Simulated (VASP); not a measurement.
## Pd under biaxial strain in the (111) plane

Wanted: the elastic response of Pd to biaxial strain in the (111) plane, with a fit that predicts a row left out.

Calculated with VASP 6.6.1; PBEsol; plane waves and PAW (Pd), in the first sound run; inputs show where later runs differ.

Most raw output is cut from this account.

## Step 1: The structure

Symmetry: Fm-3m, No. 225, cubic system. The conventional cell has a = 3.890 Å, b = 3.890 Å, c = 3.890 Å, α = 90.00°, β = 90.00°, γ = 90.00°. Nearest to Pd lie 12 Pd at 2.75 Å.

Structure file:

```xyz
1
Lattice="0.0000 1.9450 1.9450 1.9450 0.0000 1.9450 1.9450 1.9450 0.0000" Properties=species:S:1:pos:R:3 pbc="T T T"
Pd    0.0000    0.0000    0.0000
```

## Step 2: Relax the crystal, PBEsol

The series starts from the cell that this level prefers, so that zero strain is near zero stress.

This step took 2 runs in a row; the last is shown.

Level: PBEsol; plane waves and PAW (Pd).

INCAR

```
SYSTEM = Pd
PREC = Accurate
ENCUT = 450
EDIFF = 1E-07
NELM = 120
ISMEAR = 1
SIGMA = 0.15
LREAL = .FALSE.
ALGO = Normal
GGA = PS
NBANDS = 11
LASPH = .TRUE.
LORBIT = 11
LWAVE = .FALSE.
LCHARG = .FALSE.
KPAR = 8
IBRION = 2
NSW = 40
ISIF = 3
EDIFFG = -0.005
POTIM = 0.4
```

POSCAR

```
Pd
1.0
    0.0000000000      1.9363964734      1.9363964734
    1.9363964734      0.0000000000      1.9363964734
    1.9363964734      1.9363964734      0.0000000000
Pd
1
Direct
    0.0000000000      0.0000000000      0.0000000000
```

KPOINTS

```
Automatic mesh
0
Gamma
26 26 26
0 0 0
```

The projector-augmented-wave data sets are Pd (PBE family, release 64).

Command:

```sh
mpirun -np 8 vasp_std
```

Run time: 8.6 s. Hardware: 8 MPI ranks of Intel Xeon 6975P-C (Granite Rapids), shared host; peak memory 1.4 GiB.

Numbers from this step:

```
energy(sigma→0) of the program : -5.9605 eV
stress, compression positive   : -0.01 along [111], -0.01 across it (mean), GPa
volume                         : 14.522 Å³
ionic steps                    : 1
```

## Step 3: Strain along the normal, PBEsol

One member in full: the plane is strained by 1.5 %, and the strain along the normal is moved by secant steps until the normal stress is under 0.012 GPa or five steps are spent; the atoms relax at each step.

This step took 3 runs, each at a new trial strain with the atoms of the one before; the last is shown.

Level: PBEsol; plane waves and PAW (Pd).

INCAR, as its differences from that of step 2:

```diff
@@ -15,7 +15,7 @@
 LCHARG = .FALSE.
-KPAR = 8
-IBRION = 2
-NSW = 40
-ISIF = 3
-EDIFFG = -0.005
-POTIM = 0.4
+KPAR = 2
+IBRION = 1
+NSW = 25
+ISIF = 2
+EDIFFG = -0.004
+POTIM = 0.3
```

POSCAR

```
Pd
1.0
   -0.0385674100      1.9268750100      1.9268750100
    1.9268750100     -0.0385674100      1.9268750100
    1.9268750100      1.9268750100     -0.0385674100
Pd
1
Direct
    0.0000000000      0.0000000000      0.0000000000
```

KPOINTS is that of step 2.

Command:

```sh
mpirun -np 2 vasp_std
```

The job ended after 56 s (2 MPI ranks; peak memory 0.61 GiB; 1.8 min of CPU time).

This run gave:

| Quantity | Value |
| --- | --- |
| energy(sigma→0) of the program | -5.9549 eV |
| stress, compression positive | -0.01 along [111], -4.12 across it (mean), GPa |
| ionic steps | 1 |

## Step 4: The table

The other members went through these steps as far as the tables show, with the same cutoff and, step by step, the same mesh; 26 runs are not shown. The session took 0.99 core hours (wall time by ranks) on a shared machine.

```tsv
in-plane strain (%)	strain along the normal (%)	in-plane stress, tension positive (GPa)	energy above the unstrained row, extrapolated to no smearing (meV/atom)
-2.000	2.060	-7.049	11.788
-1.500	1.550	?	?
-1.000	1.033	-3.227	2.755
-0.500	0.515	-1.548	0.670
0	0.000	0.006	0.000
0.500	-0.509	1.452	0.646
1.000	-1.005	2.825	2.527
1.500	-1.488	4.122	5.610
2.000	-1.957	5.348	9.825
```

## Step 5: A fit to the known rows

Fitting a parabola to the 8 known rows (e: strain in %) gives stress = − 0.2152 e² + 3.078 e + 0.006797 in GPa; the residuals are 0.040 GPa r.m.s.

At e = -1.5 this predicts -5.094 GPa.

## Step 6: The withheld row

The calculation gives -5.052 GPa, so the prediction is 0.042 GPa too low, within twice the residual of the fit.

Slopes at zero strain, from cubics through all rows: strain ratio -1.024, stress over strain 300 GPa.

## Step 7: Summary of results

```yaml
error_of_the_predicted_stress: -0.042 GPa
ratio_of_normal_to_in_plane_strain: -1.024
biaxial_modulus: 300 GPa
```

**Reading.** As a check, the curvature of the energy gives 290 GPa for the same modulus (energy per volume = M × strain²), 3 % from the slope of the stress; these energies are extrapolated to no smearing, while the stress belongs to the free energy, so part of the difference may come from that. These are static values: temperature and zero-point motion are left out. In a metal the slopes also depend on mesh and smearing, which were held through the series.

[Lines on the potential files, build, host, timing and source positions are cut from VASP's logs without a mark.]

[Logs are printed without paths, hosts, clocks, repeated set-up lines and the standing remarks that a program may print on its own settings, such as how far it seeks lower states.]

[Hosts, paths, dates, database ids (printed as entryN), source tags and the programs' standing remarks are cut or masked in the printed files.]

[In band tables of VASP the shares of atoms and orbitals are scaled to a sum of 1 inside the atoms' spheres.]
